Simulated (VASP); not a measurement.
Method: PBE GGA, VASP's PBE PAW potentials (set 64) (plane waves; VASP).

VASP input:

### INCAR
```
ISIF = 2   # forces and stress, cell fixed
EDIFFG = -0.03   # ionic stop
LASPH = .TRUE.
ISMEAR = 0
LWAVE = .FALSE.
EDIFF = 1E-5
SIGMA = 0.05   # width (eV)
SYSTEM = Ga36MgN36
LMAXMIX = 4   # l cut-off of mixed one-centre charges
NELM = 100   # most electronic steps
IBRION = 2
ISYM = 0
ENCUT = 400
NSW = 60   # most ionic steps
LREAL = Auto   # projection in real space or not
NELMIN = 4
PREC = Normal
LCHARG = .FALSE.
ALGO = Fast   # Davidson, then RMM-DIIS
NELECT = 288.0
GGA = PE
```

KPOINTS:
```
Automatic mesh
0
Gamma
1 1 1
0 0 0
```

File POSCAR:
```
Ga36MgN36
1.0
  4.8683178927  -8.4321738171   0.0000000000
  4.8683178927   8.4321738171   0.0000000000
  0.0000000000   0.0000000000  10.5562839806
Ga N Mg
36 36 1
Cart
  1.6227710081  -0.9369072650   2.6390709951
  1.6227710081   0.9369072650   0.0000000000
  1.6570293611  -0.9279101355   7.8964804437
  1.6004887171   0.9578274882   5.2702670025
  3.2455420163   1.8738145300   2.6390709951
  3.2455468846   3.7476374921   0.0000000000
  3.2602345997   1.8338797548   7.9022863999
  3.2455468846   3.7476374921   5.2781419903
  4.8683178927   4.6845447571   2.6390709951
  4.8683178927   6.5583592871   0.0000000000
  4.8683178927   4.6845447571   7.9172129854
  4.8683178927   6.5583592871   5.2781419903
  3.2455468846  -3.7476374921   2.6390709951
  3.2455420163  -1.8738145300   0.0000000000
  3.2455468846  -3.7476374921   7.9172129854
  3.2358443270  -1.9192808112   5.2536936366
  4.8683178927  -0.9369156972   2.6390709951
  4.8683178927   0.9369156972   0.0000000000
  4.8189190710  -0.9258105242   7.9540121914
  4.8438107804   0.9742364985   5.2706681412
  6.4910937691   1.8738145300   2.6390709951
  6.4910889008   3.7476374921   0.0000000000
  6.4910937691   1.8738145300   7.9172129854
  6.4910889008   3.7476374921   5.2781419903
  4.8683178927  -6.5583592871   2.6390709951
  4.8683178927  -4.6845447571   0.0000000000
  4.8683178927  -6.5583592871   7.9172129854
  4.8683178927  -4.6845447571   5.2781419903
  6.4910889008  -3.7476374921   2.6390709951
  6.4910937691  -1.8738145300   0.0000000000
  6.4910889008  -3.7476374921   7.9172129854
  6.4910937691  -1.8738145300   5.2781419903
  8.1138647773  -0.9369072650   2.6390709951
  8.1138647773   0.9369072650   0.0000000000
  8.1138647773  -0.9369072650   7.9172129854
  8.1138647773   0.9369072650   5.2781419903
  1.6050844092  -0.9327333390   4.6025081467
  1.6227710081   0.9369072650   1.9898595303
  1.6227710081  -0.9369072650   9.9070725158
  1.5897881544   0.8910615359   7.2468995090
  3.2502983628   1.8680384909   4.5817439361
  3.2455468846   3.7476374921   1.9898595303
  3.2455420163   1.8738145300   9.9070725158
  3.2455468846   3.7476374921   7.2680015206
  4.8683178927   4.6845447571   4.6289305255
  4.8683178927   6.5583592871   1.9898595303
  4.8683178927   4.6845447571   9.9070725158
  4.8683178927   6.5583592871   7.2680015206
  3.2455468846  -3.7476374921   4.6289305255
  3.2455420163  -1.8738145300   1.9898595303
  3.2455468846  -3.7476374921   9.9070725158
  3.2152513423  -1.9144744721   7.2754331446
  4.8492389549  -0.9093340566   4.5998057380
  4.8683178927   0.9369156972   1.9898595303
  4.8683178927  -0.9369156972   9.9070725158
  4.8923284365   0.9345715528   7.2884173739
  6.4910937691   1.8738145300   4.6289305255
  6.4910889008   3.7476374921   1.9898595303
  6.4910937691   1.8738145300   9.9070725158
  6.4910889008   3.7476374921   7.2680015206
  4.8683178927  -6.5583592871   4.6289305255
  4.8683178927  -4.6845447571   1.9898595303
  4.8683178927  -6.5583592871   9.9070725158
  4.8683178927  -4.6845447571   7.2680015206
  6.4910889008  -3.7476374921   4.6289305255
  6.4910937691  -1.8738145300   1.9898595303
  6.4910889008  -3.7476374921   9.9070725158
  6.4910937691  -1.8738145300   7.2680015206
  8.1138647773  -0.9369072650   4.6289305255
  8.1138647773   0.9369072650   1.9898595303
  8.1138647773  -0.9369072650   9.9070725158
  8.1138647773   0.9369072650   7.2680015206
  3.2673569487   0.0080864547   6.3277321939
```

POTCAR, in this order: Ga N Mg (PBE.64 set). Program: vasp_gam.

The run wrote:

**OSZICAR**
```
...
   6 F= -.44031535E+03 E0= -.44031535E+03  d E =-.154690E+00
       N       E                     dE             d eps       ncg     rms          rms(c)
DAV:   1    -0.440315850633E+03   -0.49577E-03   -0.11710E-01   436   0.873E-01    0.666E-02
RMM:   2    -0.440315985097E+03   -0.13446E-03   -0.19852E-03   362   0.954E-02    0.309E-02
RMM:   3    -0.440315990571E+03   -0.54740E-05   -0.29093E-04   378   0.361E-02    0.208E-02
RMM:   4    -0.440315981765E+03    0.88062E-05   -0.60587E-05   332   0.166E-02
   7 F= -.44031598E+03 E0= -.44031598E+03  d E =-.155318E+00
       N       E                     dE             d eps       ncg     rms          rms(c)
DAV:   1    -0.440345775271E+03   -0.29785E-01   -0.39769E+00   372   0.509E+00    0.403E-01
RMM:   2    -0.440351579138E+03   -0.58039E-02   -0.80153E-02   363   0.626E-01    0.191E-01
RMM:   3    -0.440352104828E+03   -0.52569E-03   -0.13417E-02   398   0.231E-01    0.142E-01
RMM:   4    -0.440351686717E+03    0.41811E-03   -0.26181E-03   362   0.111E-01    0.454E-02
RMM:   5    -0.440351696235E+03   -0.95178E-05   -0.56786E-04   401   0.496E-02    0.343E-02
RMM:   6    -0.440351695245E+03    0.98966E-06   -0.53621E-04   366   0.382E-02    0.266E-02
RMM:   7    -0.440351674236E+03    0.21010E-04   -0.10194E-04   353   0.217E-02    0.635E-03
RMM:   8    -0.440351678468E+03   -0.42319E-05   -0.43036E-05   280   0.121E-02
   8 F= -.44035168E+03 E0= -.44035168E+03  d E =-.356967E-01
       N       E                     dE             d eps       ncg     rms          rms(c)
DAV:   1    -0.440353982666E+03   -0.23084E-02   -0.12853E+00   388   0.289E+00    0.230E-01
RMM:   2    -0.440355877030E+03   -0.18944E-02   -0.26224E-02   362   0.359E-01    0.108E-01
RMM:   3    -0.440356074891E+03   -0.19786E-03   -0.45708E-03   402   0.133E-01    0.826E-02
RMM:   4    -0.440355934143E+03    0.14075E-03   -0.86509E-04   363   0.632E-02    0.276E-02
RMM:   5    -0.440355936027E+03   -0.18835E-05   -0.19697E-04   397   0.294E-02    0.219E-02
RMM:   6    -0.440355931367E+03    0.46600E-05   -0.20057E-04   363   0.233E-02    0.150E-02
RMM:   7    -0.440355924994E+03    0.63725E-05   -0.34248E-05   268   0.128E-02
   9 F= -.44035592E+03 E0= -.44035592E+03  d E =-.399432E-01
       N       E                     dE             d eps       ncg     rms          rms(c)
DAV:   1    -0.440367183376E+03   -0.11252E-01   -0.49822E+00   362   0.569E+00    0.373E-01
RMM:   2    -0.440373337122E+03   -0.61537E-02   -0.81123E-02   362   0.619E-01    0.164E-01
RMM:   3    -0.440374019338E+03   -0.68222E-03   -0.13846E-02   396   0.238E-01    0.129E-01
RMM:   4    -0.440373608443E+03    0.41090E-03   -0.23377E-03   364   0.105E-01    0.430E-02
RMM:   5    -0.440373627040E+03   -0.18597E-04   -0.63196E-04   396   0.504E-02    0.240E-02
RMM:   6    -0.440373630746E+03   -0.37063E-05   -0.21590E-04   378   0.280E-02    0.159E-02
RMM:   7    -0.440373625453E+03    0.52933E-05   -0.42785E-05   278   0.141E-02
  10 F= -.44037363E+03 E0= -.44037363E+03  d E =-.177005E-01
       N       E                     dE             d eps       ncg     rms          rms(c)
DAV:   1    -0.440373870749E+03   -0.24000E-03   -0.36527E-01   420   0.154E+00    0.101E-01
RMM:   2    -0.440374326230E+03   -0.45548E-03   -0.60221E-03   362   0.168E-01    0.444E-02
RMM:   3    -0.440374381135E+03   -0.54905E-04   -0.10581E-03   398   0.652E-02    0.353E-02
RMM:   4    -0.440374350815E+03    0.30320E-04   -0.17202E-04   364   0.286E-02    0.121E-02
RMM:   5    -0.440374351682E+03   -0.86745E-06   -0.46106E-05   284   0.140E-02
  11 F= -.44037435E+03 E0= -.44037435E+03  d E =-.184267E-01
       N       E                     dE             d eps       ncg     rms          rms(c)
DAV:   1    -0.440379913368E+03   -0.55626E-02   -0.24382E+00   362   0.400E+00    0.287E-01
RMM:   2    -0.440383346085E+03   -0.34327E-02   -0.44227E-02   362   0.461E-01    0.131E-01
RMM:   3    -0.440383755802E+03   -0.40972E-03   -0.76996E-03   401   0.174E-01    0.953E-02
RMM:   4    -0.440383559901E+03    0.19590E-03   -0.11204E-03   363   0.752E-02    0.296E-02
RMM:   5    -0.440383566348E+03   -0.64465E-05   -0.28983E-04   392   0.355E-02    0.172E-02
RMM:   6    -0.440383568786E+03   -0.24379E-05   -0.12833E-04   375   0.200E-02    0.119E-02
RMM:   7    -0.440383565830E+03    0.29558E-05   -0.26559E-05   249   0.109E-02
  12 F= -.44038357E+03 E0= -.44038357E+03  d E =-.921415E-02
       N       E                     dE             d eps       ncg     rms          rms(c)
DAV:   1    -0.440383573424E+03   -0.46384E-05   -0.20593E-03   420   0.116E-01    0.933E-03
RMM:   2    -0.440383576252E+03   -0.28276E-05   -0.45680E-05   268   0.147E-02    0.412E-03
RMM:   3    -0.440383576591E+03   -0.33891E-06   -0.74599E-06   216   0.601E-03    0.288E-03
RMM:   4    -0.440383576493E+03    0.97807E-07   -0.15433E-06   174   0.274E-03
  13 F= -.44038358E+03 E0= -.44038358E+03  d E =-.922481E-02
       N       E                     dE             d eps       ncg     rms          rms(c)
DAV:   1    -0.440385346000E+03   -0.17694E-02   -0.11157E+00   362   0.270E+00    0.193E-01
RMM:   2    -0.440386907625E+03   -0.15616E-02   -0.19575E-02   362   0.301E-01    0.838E-02
RMM:   3    -0.440387047788E+03   -0.14016E-03   -0.30279E-03   385   0.113E-01    0.621E-02
RMM:   4    -0.440386961376E+03    0.86411E-04   -0.54013E-04   363   0.515E-02    0.192E-02
RMM:   5    -0.440386969208E+03   -0.78321E-05   -0.13479E-04   398   0.238E-02    0.107E-02
RMM:   6    -0.440386970552E+03   -0.13438E-05   -0.40202E-05   269   0.122E-02
  14 F= -.44038697E+03 E0= -.44038697E+03  d E =-.339406E-02
       N       E                     dE             d eps       ncg     rms          rms(c)
DAV:   1    -0.440386970966E+03   -0.17579E-05   -0.89186E-04   404   0.767E-02    0.640E-03
RMM:   2    -0.440386972457E+03   -0.14911E-05   -0.17213E-05   227   0.913E-03    0.319E-03
RMM:   3    -0.440386972685E+03   -0.22757E-06   -0.25745E-06   200   0.374E-03    0.225E-03
RMM:   4    -0.440386972690E+03   -0.49185E-08   -0.64180E-07   151   0.190E-03
  15 F= -.44038697E+03 E0= -.44038697E+03  d E =-.339620E-02
       N       E                     dE             d eps       ncg     rms          rms(c)
DAV:   1    -0.440387535409E+03   -0.56272E-03   -0.24514E-01   362   0.128E+00    0.951E-02
RMM:   2    -0.440387852002E+03   -0.31659E-03   -0.44839E-03   362   0.149E-01    0.441E-02
RMM:   3    -0.440387881754E+03   -0.29752E-04   -0.76716E-04   398   0.563E-02    0.320E-02
RMM:   4    -0.440387860590E+03    0.21164E-04   -0.13566E-04   363   0.255E-02    0.101E-02
RMM:   5    -0.440387861342E+03   -0.75161E-06   -0.30189E-05   242   0.119E-02
  16 F= -.44038786E+03 E0= -.44038786E+03  d E =-.888652E-03
       N       E                     dE             d eps       ncg     rms          rms(c)
DAV:   1    -0.440387868746E+03   -0.81558E-05   -0.20324E-03   428   0.116E-01    0.851E-03
RMM:   2    -0.440387870294E+03   -0.15483E-05   -0.30959E-05   251   0.122E-02    0.384E-03
RMM:   3    -0.440387870287E+03    0.72287E-08   -0.44393E-06   209   0.482E-03    0.220E-03
RMM:   4    -0.440387870199E+03    0.87897E-07   -0.76520E-07   134   0.217E-03
  17 F= -.44038787E+03 E0= -.44038787E+03  d E =-.897509E-03
       N       E                     dE             d eps       ncg     rms          rms(c)
DAV:   1    -0.440388223160E+03   -0.35287E-03   -0.11596E-01   372   0.872E-01    0.603E-02
RMM:   2    -0.440388357351E+03   -0.13419E-03   -0.19498E-03   362   0.969E-02    0.276E-02
RMM:   3    -0.440388369938E+03   -0.12587E-04   -0.32857E-04   392   0.371E-02    0.203E-02
RMM:   4    -0.440388360688E+03    0.92503E-05   -0.56044E-05   324   0.163E-02
  18 F= -.44038836E+03 E0= -.44038836E+03  d E =-.490489E-03
```

### OUTCAR
```
------------------------ aborting loop because EDIFF is reached ----------------------------------------
  FORCE on cell =-STRESS in cart. coord.  units (eV):
  Direction    XX          YY          ZZ          XY          YZ          ZX
  --------------------------------------------------------------------------------------
  Total      -13.4114459    -12.9697219    -26.7984041      0.0145364      0.0003356      0.0187114
  in kB      -24.7928609    -23.9762748    -49.5404531      0.0268725      0.0006204      0.0345905
  external PRESSURE =     -32.7698629 kB  Pullay stress =       0.0000000 kB
  volume of cell :      866.68
      direct lattice vectors                 reciprocal lattice vectors
     4.868317893 -8.432173817  0.000000000     0.102704879 -0.059296690  0.000000000
     4.868317893  8.432173817  0.000000000     0.102704879  0.059296690  0.000000000
     0.000000000  0.000000000 10.556283981     0.000000000  0.000000000  0.094730305
  FREE ENERGIE OF THE ION-ELECTRON SYSTEM (eV)
  ---------------------------------------------------
  free  energy   TOTEN  =      -440.3883606877 eV

  energy  without entropy=     -440.3883606877  energy(sigma->0) =     -440.38836069

 reached required accuracy - stopping structural energy minimisation
```
(Selected blocks of OUTCAR.)

**CONTCAR**
```
Ga36MgN36
   1.00000000000000
     4.8683178927000004   -8.4321738171000007    0.0000000000000000
     4.8683178927000004    8.4321738171000007    0.0000000000000000
     0.0000000000000000    0.0000000000000000   10.5562839805999999
  Ga              N               Mg
    36    36     1
Direct
     0.2219970541352872    0.1107027077980419    0.2500189164755752
     0.1103004725152560    0.2216866033210331    0.0025311230501759
     0.2156629040159781    0.0977744471217875    0.7594730674245395
     0.0891373200109844    0.2111760621961202    0.4863299241725342
     0.2219660038965322    0.4444365124173489    0.2499132819197974
     0.1099427941841021    0.5565333984095034    0.0034016537833808
     0.2157059521579228    0.4506476296097848    0.7594525037441947
     0.1105471028149596    0.5557046768633951    0.5005352354274447
     0.2227229146203538    0.7779808919875543    0.2504712425465802
     0.1099347065298072    0.8865072363068860    0.0033833683570464
     0.2217560503568651    0.7772876675345367    0.7513211058517457
     0.1105246021588488    0.8880751774777819    0.5005629603554294
     0.5575303492739627    0.1091129447856301    0.2434652956117705
     0.4448241649225119    0.2215447186344937    0.0026007014954497
     0.5557244153173422    0.1107155419652927    0.7500923767660390
     0.4553544156364115    0.2107237508570333    0.4862167277765996
     0.5554454560948607    0.4443305307496504    0.2501161423667517
     0.4448072126483966    0.5563159809647175    0.0025597046203774
     0.5683703578102408    0.4505533199072512    0.7596157517255052
     0.4551130096892955    0.5773162298422789    0.4863395318778415
     0.5573510160829271    0.7814241893278272    0.2435436276759330
     0.4434699587550840    0.8882483898037772    0.9975607692236725
     0.5556853342896181    0.7778408078176567    0.7501168378822490
     0.4429864399335787    0.8879386183418824    0.5004640994708442
     0.8851223614389739    0.1091349682244430    0.2435533610448520
     0.7783330245432672    0.2230758948072853    0.9975288746373135
     0.8886776205756736    0.1107847440394182    0.7500819247396733
     0.7783653869212550    0.2232848813943825    0.5004056199989130
     0.8884312530841574    0.4437556249799955    0.2504475510855831
     0.7797840690722608    0.5564272650903994    0.0035206615137436
     0.8890013308798426    0.4446331562185267    0.7513432057380521
     0.7778337896930568    0.5555712812209753    0.5007108542342459
     0.8884269813443615    0.7779187939346158    0.2504397180133329
     0.7782307316357199    0.8883260843816619    0.9976236958480921
     0.8890352076178619    0.7772747443122482    0.7514838513544042
     0.7782870024030375    0.8880543104036671    0.5005034755894011
     0.2245360512286159    0.1157364999071751    0.4424607244272514
     0.1106447530640072    0.2218730733957225    0.1910152994622935
     0.2218049758184506    0.1101092507320291    0.9431702055589161
     0.1156418662145548    0.2242859043234602    0.6846644257114560
     0.2243808390253638    0.4419422167957660    0.4423340735201967
     0.1109419616399985    0.5554420123972982    0.1911904606338909
     0.2217719129259902    0.4447065809945741    0.9431823093346323
     0.1096857359473012    0.5566475181458905    0.6884149727685209
     0.2223195648904234    0.7777862368979331    0.4389439114132567
     0.1109427446825016    0.8887620934918806    0.1912179333250513
     0.2211559283429150    0.7771282722784402    0.9387699514113874
     0.1096010964567774    0.8858264261361858    0.6884354737428430
     0.5612380382783341    0.1050701507070093    0.4320806058385456
     0.4445533939782774    0.2217816632462798    0.1910535431570257
     0.5549239372714807    0.1116224247745540    0.9371083627865415
     0.4422234944603199    0.2240515159802211    0.6846749012721788
     0.5501944390571232    0.4415511596146819    0.4425736109189946
     0.4445410695234500    0.5559080744238210    0.1910323776262279
     0.5561857702776124    0.4445780667631646    0.9432859316509143
     0.4421400269301594    0.5508867205302354    0.6847160366039861
     0.5611420535325458    0.7889307839349589    0.4321891710061417
     0.4430912266285868    0.8881148838191795    0.1850332133312229
     0.5548474311406959    0.7762587006866474    0.9371327587208232
     0.4440940948739904    0.8884648933564436    0.6881336759510129
     0.8774675112069820    0.1052104239203728    0.4321893998307102
     0.7784284066642879    0.2233951965751861    0.1850416512730069
     0.8903425519758060    0.1117118289864099    0.9370955965703927
     0.7779507214743481    0.2223147813278942    0.6881200040492528
     0.8883598088117102    0.4439638791815591    0.4389658618820768
     0.7774171065048965    0.5553391251639078    0.1913240064848288
     0.8893525267618183    0.4454261852113485    0.9387929585958412
     0.7803171104443709    0.5566607014745641    0.6885224471209139
     0.8883865325968570    0.7776144516712286    0.4389672121686550
     0.7783181887944618    0.8882024011871446    0.1850759220098255
     0.8893131015460241    0.7770452535103197    0.9388969034739846
     0.7779380652194487    0.8885211360118410    0.6881883375177421
     0.3334901947489045    0.3330487293957807    0.6009500254503080
```

At this cut-off the stress carries a Pulay error, which pulls relaxed volumes low. The cell is charged, with a uniform compensating background. The supercell is sampled at Γ alone, which is coarse: total energies, pressure and levels can be off, energies of defects by several tenths of an eV.

The cell is a supercell with a defect, built from GaN (wurtzite): Mg_i, charge +2. The run is not spin-polarised, so no state with unpaired spins was tried.
